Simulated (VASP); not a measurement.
Data:

```yaml
crystal:
  lattice:
    - [5.59758, 0.00000, 0.00000]
    - [0.00000, 5.59758, 0.00000]
    - [0.00000, 0.00000, 5.59758]
  atoms:
    - { symbol: Ga, position: [0.00453, 0.00453, 0.00453] }
    - { symbol: Ga, position: [0.49547, 0.49547, 0.00453] }
    - { symbol: Ga, position: [0.49547, 0.00453, 0.49547] }
    - { symbol: Ga, position: [0.00453, 0.49547, 0.49547] }
    - { symbol: P, position: [0.25000, 0.25000, 0.25000] }
    - { symbol: As, position: [0.75000, 0.75000, 0.25000] }
    - { symbol: As, position: [0.75000, 0.25000, 0.75000] }
    - { symbol: As, position: [0.25000, 0.75000, 0.75000] }
```

These are PBEsol GGA, VASP's PBE PAW potentials (set 64) (plane waves; VASP) values and carry that method's errors. Numerical set-up: 400 eV cut-off, Gaussian smearing of 0.050 eV, potentials Ga_d P As.

Question: Give the energies of bands 29 to 42 at the high-symmetry points, in eV from the valence-band maximum.

Answer: 
```
band      Γ      X      M      R
----  -----  -----  -----  -----
29    -2.80  -3.62  -3.53  -1.39
30    -2.80  -3.62  -3.46  -1.39
31    -2.66  -3.43  -3.46  -1.39
32    -2.66  -3.40  -3.32  -1.07
33    -2.66  -1.85  -1.38  -1.07
34     0.00  -1.85  -1.38  -1.07
35     0.00  -1.59  -1.18  -0.95
36     0.00  -1.59  -1.03  -0.95
37     0.77   1.83   2.56   1.06
38     1.24   2.02   2.72   1.06
39     1.24   3.27   2.90   1.06
40     1.58   3.28   2.90   1.11
41     1.58   4.59   5.33   4.35
42     1.58   4.63   5.39   4.36
```

The gap is direct, 0.77 eV, from the valence maximum at Γ to the conduction minimum at Γ.

The structure was generated: Ga4As3P was put into an ordered model structure (P-43m), which need not be its known phase. It was relaxed first.
